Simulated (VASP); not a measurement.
Calculation: optB88-vdW, VASP's PBE PAW potentials (set 64) (plane waves; VASP 6.6.1).

Input for VASP

**POSCAR**
```
SiO2
1
    4.2953849550     0.0000000000     0.0000000000
    0.0000000000     4.2953849550     0.0000000000
    0.0000000000     0.0000000000     2.7525654662
Si O
2 4
Direct
  0.0000000000   0.0000000000   0.0000000000
  0.5000000000   0.5000000000   0.5000000000
  0.3061099495   0.3061099495   0.0000000000
  0.8061099495   0.1938900505   0.5000000000
  0.1938900505   0.8061099495   0.5000000000
  0.6938900505   0.6938900505   0.0000000000
```

INCAR:
```
! general
SYSTEM    =  SiO2
PREC      =  Accurate
ENCUT     =  520
LREAL     =  .FALSE.
LASPH     =  .TRUE.

! electronic loop
EDIFF     =  1E-7
NELM      =  100
ALGO      =  Normal

! smearing
ISMEAR    =  0
SIGMA     =  0.05

! functional
GGA       =  BO
LUSE_VDW  =  .TRUE.
AGGAC     =  0.0
PARAM1    =  0.1833333333
PARAM2    =  0.22

! ions
IBRION    =  2
NSW       =  30
ISIF      =  4
EDIFFG    =  -0.01

! output
LWAVE     =  .FALSE.
LCHARG    =  .FALSE.
```

File KPOINTS:
```
K-points
0
gamma
5 5 8
0 0 0
```

POTCAR, in this order: Si O (PBE.64 set). Program: vasp_std.

What VASP printed:

File OUTCAR:
```
 ion  position               nearest neighbor table
   1  0.000  0.000  0.000-   4 1.81   5 1.81   4 1.81   5 1.81   3 1.86   6 1.86
   2  0.500  0.500  0.500-   3 1.81   6 1.81   3 1.81   6 1.81   5 1.86   4 1.86
   3  0.306  0.306  0.000-   2 1.81   2 1.81   1 1.86
   4  0.806  0.194  0.500-   1 1.81   1 1.81   2 1.86
   5  0.194  0.806  0.500-   1 1.81   1 1.81   2 1.86
   6  0.694  0.694  0.000-   2 1.81   2 1.81   1 1.86
  LATTYP: Found a simple tetragonal cell.
 ALAT       =     4.2953849550
 C/A-ratio  =     0.6408192735
 Subroutine PRICEL returns:
 Original cell was already a primitive cell.
 Subroutine GETGRP returns: Found 16 space group operations
The static configuration has the point symmetry D_2h.
 The point group associated with its full space group is D_4h.
The dynamic configuration has the point symmetry D_2h.
 Subroutine INISYM returns: Found 16 space group operations
 Subroutine IBZKPT returns following result:
 Found     30 irreducible k-points:

 Following reciprocal coordinates:
            Coordinates               Weight
  0.000000  0.000000  0.000000      1.000000
  0.200000  0.000000  0.000000      4.000000
  0.400000  0.000000  0.000000      4.000000
...
```

File OSZICAR:
```
       N       E                     dE             d eps       ncg     rms          rms(c)
DAV:   1     0.168524834641E+03    0.16852E+03   -0.18086E+04  1200   0.153E+03
DAV:   2    -0.352671671383E+02   -0.20379E+03   -0.19480E+03  1648   0.314E+02
DAV:   3    -0.429200312777E+02   -0.76529E+01   -0.76178E+01  1440   0.651E+01
DAV:   4    -0.429875998352E+02   -0.67569E-01   -0.67501E-01  1408   0.691E+00
DAV:   5    -0.429884374727E+02   -0.83764E-03   -0.83754E-03  1404   0.740E-01    0.162E+01
DAV:   6    -0.377344461039E+02    0.52540E+01   -0.22510E+01  1320   0.329E+01    0.650E+00
DAV:   7    -0.377842380329E+02   -0.49792E-01   -0.51124E-01  1396   0.534E+00    0.272E+00
DAV:   8    -0.377983108760E+02   -0.14073E-01   -0.19884E-02  1352   0.155E+00    0.107E+00
DAV:   9    -0.378046690358E+02   -0.63582E-02   -0.96180E-03  1324   0.112E+00    0.194E-01
DAV:  10    -0.378048797642E+02   -0.21073E-03   -0.13144E-03  1392   0.280E-01    0.693E-02
DAV:  11    -0.378048056025E+02    0.74162E-04   -0.33972E-04  1384   0.140E-01    0.180E-02
DAV:  12    -0.378048067120E+02   -0.11095E-05   -0.12483E-05  1404   0.259E-02    0.628E-03
DAV:  13    -0.378048065219E+02    0.19006E-06   -0.15847E-06  1388   0.942E-03    0.119E-03
DAV:  14    -0.378048065229E+02   -0.98635E-09   -0.83201E-08   808   0.242E-03
   1 F= -.37804807E+02 E0= -.37804807E+02  d E =-.378048E+02
       N       E                     dE             d eps       ncg     rms          rms(c)
DAV:   1    -0.378148533559E+02   -0.10047E-01   -0.72336E+00  1212   0.228E+01    0.795E-01
DAV:   2    -0.378274958383E+02   -0.12642E-01   -0.20745E-01  1428   0.356E+00    0.409E-01
DAV:   3    -0.378230679527E+02    0.44279E-02   -0.40974E-03  1404   0.679E-01    0.177E-01
DAV:   4    -0.378224381602E+02    0.62979E-03   -0.35066E-03  1408   0.517E-01    0.429E-02
DAV:   5    -0.378224520696E+02   -0.13909E-04   -0.60526E-04  1356   0.217E-01    0.218E-02
DAV:   6    -0.378224421266E+02    0.99430E-05   -0.31389E-05  1348   0.574E-02    0.976E-03
DAV:   7    -0.378224421286E+02   -0.19670E-08   -0.25867E-06  1400   0.139E-02    0.465E-03
DAV:   8    -0.378224420999E+02    0.28616E-07   -0.87191E-07  1384   0.972E-03
   2 F= -.37822442E+02 E0= -.37822442E+02  d E =-.176356E-01
       N       E                     dE             d eps       ncg     rms          rms(c)
DAV:   1    -0.378226388186E+02   -0.19669E-03   -0.24854E-01  1208   0.423E+00    0.146E-01
DAV:   2    -0.378230576161E+02   -0.41880E-03   -0.70369E-03  1428   0.655E-01    0.763E-02
DAV:   3    -0.378229040507E+02    0.15357E-03   -0.14442E-04  1396   0.127E-01    0.323E-02
DAV:   4    -0.378228843676E+02    0.19683E-04   -0.11881E-04  1400   0.945E-02    0.811E-03
DAV:   5    -0.378228857015E+02   -0.13340E-05   -0.27211E-05  1360   0.475E-02    0.590E-03
DAV:   6    -0.378228842742E+02    0.14274E-05   -0.31912E-06  1336   0.195E-02    0.178E-03
DAV:   7    -0.378228843416E+02   -0.67439E-07   -0.40874E-07  1304   0.460E-03
   3 F= -.37822884E+02 E0= -.37822884E+02  d E =-.180778E-01
       N       E                     dE             d eps       ncg     rms          rms(c)
DAV:   1    -0.378282077461E+02   -0.53235E-02   -0.40082E-01  1288   0.557E+00    0.463E-01
DAV:   2    -0.378256549342E+02    0.25528E-02   -0.48456E-03  1396   0.592E-01    0.262E-01
DAV:   3    -0.378242246812E+02    0.14303E-02   -0.17819E-03  1392   0.368E-01    0.161E-02
DAV:   4    -0.378242372540E+02   -0.12573E-04   -0.13836E-04  1360   0.924E-02    0.137E-02
DAV:   5    -0.378242371186E+02    0.13534E-06   -0.32565E-06  1376   0.186E-02    0.345E-03
DAV:   6    -0.378242372507E+02   -0.13209E-06   -0.10268E-06  1356   0.828E-03    0.161E-03
DAV:   7    -0.378242372366E+02    0.14146E-07   -0.37573E-08   716   0.206E-03
   4 F= -.37824237E+02 E0= -.37824237E+02  d E =-.135289E-02
       N       E                     dE             d eps       ncg     rms          rms(c)
DAV:   1    -0.378248769118E+02   -0.63966E-03   -0.34855E-02  1280   0.164E+00    0.137E-01
DAV:   2    -0.378246527513E+02    0.22416E-03   -0.42282E-04  1396   0.175E-01    0.773E-02
DAV:   3    -0.378245273808E+02    0.12537E-03   -0.15507E-04  1392   0.109E-01    0.473E-03
DAV:   4    -0.378245286308E+02   -0.12501E-05   -0.12141E-05  1360   0.274E-02    0.415E-03
DAV:   5    -0.378245287588E+02   -0.12797E-06   -0.29078E-07  1108   0.563E-03    0.920E-04
DAV:   6    -0.378245287938E+02   -0.35026E-07   -0.86516E-08   704   0.246E-03
   5 F= -.37824529E+02 E0= -.37824529E+02  d E =-.164445E-02
```

File OUTCAR:
```
------------------------ aborting loop because EDIFF is reached ----------------------------------------
  FORCE on cell =-STRESS in cart. coord.  units (eV):
  Direction    XX          YY          ZZ          XY          YZ          ZX
  --------------------------------------------------------------------------------------
  Total       -4.2762775     -4.2762775     -4.2743628      0.0000000      0.0000000      0.0000000
  in kB     -134.9070439   -134.9070439   -134.8466381      0.0000000      0.0000000      0.0000000
  external PRESSURE =    -134.8869086 kB  Pullay stress =       0.0000000 kB
  volume of cell :       50.79
      direct lattice vectors                 reciprocal lattice vectors
     4.320131901  0.000000000  0.000000000     0.231474414  0.000000000  0.000000000
    -0.000000000  4.320131901  0.000000000     0.000000000  0.231474414  0.000000000
     0.000000000  0.000000000  2.721120829     0.000000000  0.000000000  0.367495625
 POSITION                                       TOTAL-FORCE (eV/Angst)
 -----------------------------------------------------------------------------------
      0.00000      0.00000      0.00000         0.000000      0.000000      0.000000
      2.16007      2.16007      1.36056         0.000000      0.000000      0.000000
      1.33560      1.33560      0.00000        -0.000633     -0.000633      0.000000
      3.49566      0.82447      1.36056        -0.000633      0.000633     -0.000000
      0.82447      3.49566      1.36056         0.000633     -0.000633      0.000000
      2.98454      2.98454      0.00000         0.000633      0.000633     -0.000000
 -----------------------------------------------------------------------------------
    total drift:                                0.000000      0.000000      0.000000
  FREE ENERGIE OF THE ION-ELECTRON SYSTEM (eV)
  ---------------------------------------------------
  free  energy   TOTEN  =       -37.8245287938 eV

  energy  without entropy=      -37.8245287938  energy(sigma->0) =      -37.82452879

 reached required accuracy - stopping structural energy minimisation
```
(Selected blocks of OUTCAR.)

File CONTCAR:
```
SiO2
   1.00000000000000
     4.3201319005423588    0.0000000000000000    0.0000000000000000
    -0.0000000000000000    4.3201319005423588    0.0000000000000000
     0.0000000000000000    0.0000000000000000    2.7211208294207307
  Si              O
     2     4
Direct
     0.0000000000000000    0.0000000000000000    0.0000000000000000
     0.5000000000000000    0.5000000000000000    0.5000000000000000
     0.3091564170735656    0.3091564170735656    0.0000000000000000
     0.8091564170735657    0.1908435829264343    0.5000000000000000
     0.1908435829264343    0.8091564170735657    0.5000000000000000
     0.6908435829264343    0.6908435829264343    0.0000000000000000
```

File OUTCAR:
```
 val. band max:        6.8265555296   @ k =   0.0000   0.0000   0.0000

 cond. band min:      11.2692251919   @ k =   0.0000   0.0000   0.0000


 Fermi energy:         7.0912909678

 k-point     1 :       0.0000    0.0000    0.0000
  band No.  band energies     occupation
      1     -14.7627      2.00000
      2     -11.5333      2.00000
      3     -11.5333      2.00000
      4     -11.5141      2.00000
      5      -3.2273      2.00000
      6       0.9573      2.00000
      7       0.9573      2.00000
      8       1.3842      2.00000
      9       1.9170      2.00000
     10       2.1162      2.00000
     11       3.9893      2.00000
     12       3.9893      2.00000
     13       4.3323      2.00000
     14       6.0292      2.00000
     15       6.0292      2.00000
     16       6.8266      2.00000
     17      11.2692      0.00000
     18      13.4031      0.00000
     19      15.0170      0.00000
     20      15.0170      0.00000

 k-point     2 :       0.2000    0.0000    0.0000
  band No.  band energies     occupation
      1     -14.5786      2.00000
      2     -12.3278      2.00000
      3     -11.4487      2.00000
      4     -11.0788      2.00000
      5      -2.9674      2.00000
      6       0.0210      2.00000
      7       1.1251      2.00000
      8       1.9511      2.00000
      9       2.0568      2.00000
     10       2.8421      2.00000
     11       3.6251      2.00000
     12       4.0594      2.00000
     13       4.4425      2.00000
     14       5.2486      2.00000
     15       5.9603      2.00000
     16       6.5497      2.00000
     17      11.9090      0.00000
     18      13.6419      0.00000
     19      15.0901      0.00000
     20      15.1023      0.00000

 k-point     3 :       0.4000    0.0000    0.0000
  band No.  band energies     occupation
      1     -14.0487      2.00000
      2     -13.2484      2.00000
      3     -11.2392      2.00000
      4     -11.0433      2.00000
      5      -2.2652      2.00000
...
```

The compound is SiO2 in the rutile structure, stishovite, a high-pressure form. This cell is one point of a volume scan, at 1.06 of the reference volume. Symmetry was kept, so distortions that lower it aren't found.
